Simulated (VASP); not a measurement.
Method: LDA (Ceperley-Alder, Perdew-Zunger), VASP's LDA PAW potentials (set 64) (plane waves; VASP 6.6.1).

Input for VASP

### INCAR
```
SYSTEM = Cu
NSW = 40   ! most ionic steps
LMAXMIX = 4   ! l cut-off of mixed one-centre charges
NELM = 100   ! most electronic steps
PSTRESS = 50   ! kbar
EDIFF = 1E-6   ! SCF stop (eV)
ALGO = Normal   ! blocked Davidson
SIGMA = 0.1   ! width (eV)
LASPH = .TRUE.
EDIFFG = -0.02   ! ionic stop
IBRION = 2   ! conjugate gradients
ISMEAR = 1   ! Methfessel-Paxton
LWAVE = .FALSE.
ENCUT = 500   ! plane-wave cut-off (eV)
ISIF = 3   ! ions, shape and volume
LREAL = .FALSE.
PREC = Accurate
LCHARG = .FALSE.
```

File KPOINTS:
```
Automatic mesh
0
Gamma
18 18 18
0 0 0
```

### POSCAR
```
Cu
1
    0.0000000000     1.7470680323     1.7470680323
    1.7470680323     0.0000000000     1.7470680323
    1.7470680323     1.7470680323     0.0000000000
Cu
1
Direct
  0.0000000000   0.0000000000   0.0000000000
```

POTCAR, in this order: Cu (LDA.64 set). Program: vasp_std.

The resulting files:

**OSZICAR**
```
       N       E                     dE             d eps       ncg     rms          rms(c)
DAV:   1     0.328699327108E+02    0.32870E+02   -0.56107E+03  3655   0.209E+03
DAV:   2    -0.527966921634E+01   -0.38150E+02   -0.35958E+02  3533   0.194E+02
DAV:   3    -0.572360272197E+01   -0.44393E+00   -0.44278E+00  4226   0.306E+01
DAV:   4    -0.572673450400E+01   -0.31318E-02   -0.31315E-02  4331   0.229E+00
DAV:   5    -0.572676680925E+01   -0.32305E-04   -0.32305E-04  4256   0.185E-01    0.805E+00
DAV:   6    -0.505836114566E+01    0.66841E+00   -0.16894E+01  3702   0.101E+02    0.357E+00
DAV:   7    -0.472155865018E+01    0.33680E+00   -0.24515E+00  3722   0.381E+01    0.664E-01
DAV:   8    -0.470417175110E+01    0.17387E-01   -0.67860E-03  4858   0.123E+00    0.267E-01
DAV:   9    -0.470279145290E+01    0.13803E-02   -0.70199E-03  3875   0.182E+00    0.161E-02
DAV:  10    -0.470280358653E+01   -0.12134E-04   -0.24811E-05  4944   0.994E-02    0.437E-03
DAV:  11    -0.470280536308E+01   -0.17765E-05   -0.68262E-07  2394   0.116E-02    0.606E-04
DAV:  12    -0.470280536241E+01    0.67280E-09   -0.63717E-08  1890   0.521E-03
   1 F= -.43699781E+01 E0= -.43699799E+01  d E =-.436998E+01
```

File OUTCAR:
```
------------------------ aborting loop because EDIFF is reached ----------------------------------------
  FORCE on cell =-STRESS in cart. coord.  units (eV):
  Direction    XX          YY          ZZ          XY          YZ          ZX
  --------------------------------------------------------------------------------------
  Total        0.3260151      0.3260151      0.3260151      0.0000000      0.0000000      0.0000000
  in kB       48.9766186     48.9766186     48.9766186      0.0000000      0.0000000      0.0000000
  external PRESSURE =      -1.0233814 kB  Pullay stress =      50.0000000 kB
  volume of cell :       10.66
      direct lattice vectors                 reciprocal lattice vectors
     0.000000000  1.747068032  1.747068032    -0.286193778  0.286193778  0.286193778
     1.747068032  0.000000000  1.747068032     0.286193778 -0.286193778  0.286193778
     1.747068032  1.747068032  0.000000000     0.286193778  0.286193778 -0.286193778
 POSITION                                       TOTAL-FORCE (eV/Angst)
 -----------------------------------------------------------------------------------
      0.00000      0.00000      0.00000        -0.000000      0.000000      0.000000
 -----------------------------------------------------------------------------------
    total drift:                                0.000000     -0.000000      0.000000
  FREE ENERGIE OF THE ION-ELECTRON SYSTEM (eV)
  ---------------------------------------------------
  free  energy   TOTEN  =        -4.7028053624 eV

  energy  without entropy=       -4.7028106801  energy(sigma->0) =       -4.70280713
  enthalpy is  TOTEN    =        -4.3699781183 eV   P V=        0.3328272441

 reached required accuracy - stopping structural energy minimisation
```
(Selected blocks of OUTCAR.)

The compound is Cu in the fcc structure. It was relaxed first under an external pressure of 5 GPa.
